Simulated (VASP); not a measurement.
# GaAs: electric field gradients with PBE

The system is GaAs.

```
Ga As
1.0
     0.00000    2.83357    2.81237
     2.83357    0.00000    2.81237
     2.83357    2.83357    0.00000
Ga As
1 1
Direct
  0.00000 0.00000 0.00000
  0.25000 0.25000 0.25000
```

The cell was built by a generator and isn't the measured one.

```yaml
Program: VASP 6.6.1
Task: electric field gradients
Functional: PBE
Potentials_or_basis: VASP PAW PBE potentials, release 64 (Ga_d, As)
Cutoff: 400 eV
k_mesh: 12 × 12 × 12
Occupations: gaussian, width 0.02 eV
Spin: no spin polarisation
Further_INCAR_settings: ALGO = Fast; EDIFF = 1e-08
```

* Pressure: 3.3 GPa
* Band gap on the k mesh: 0.49 eV, direct

Stress tensor (GPa, compression positive):
```
3.17 0.00 0.00
0.00 3.17 0.00
0.00 0.00 3.61
```

Levels at points of the mesh, in eV from the valence-band top:
```
           k point  band 7  band 8  band 9  band 10  band 11  band 12
(0.00, 0.00, 0.00)   -0.04   -0.04    0.00     0.49     3.69     3.71
(0.50, 0.00, 0.00)   -6.67   -1.20   -1.14     0.97     4.58     4.63
(0.50, 0.50, 0.00)   -6.82   -2.74   -2.74     1.40     1.58    10.14
(0.50, 0.00, 0.50)   -6.86   -2.69   -2.69     1.45     1.65    10.12
```

Electric field gradients, principal values (V/Å²):
```tsv
atom	Vxx	Vyy	Vzz
1 Ga	-0.604	-0.609	1.214
2 As	0.895	0.895	-1.790
```

Run time: 54 s on 1 thread of Intel(R) Xeon(R) Platinum 8488C (Sapphire Rapids) (shared host), peak memory 0.21 GiB.

A k mesh can miss the band edges. Expect the measured gap to be larger: semilocal functionals such as PBE lack the derivative discontinuity.
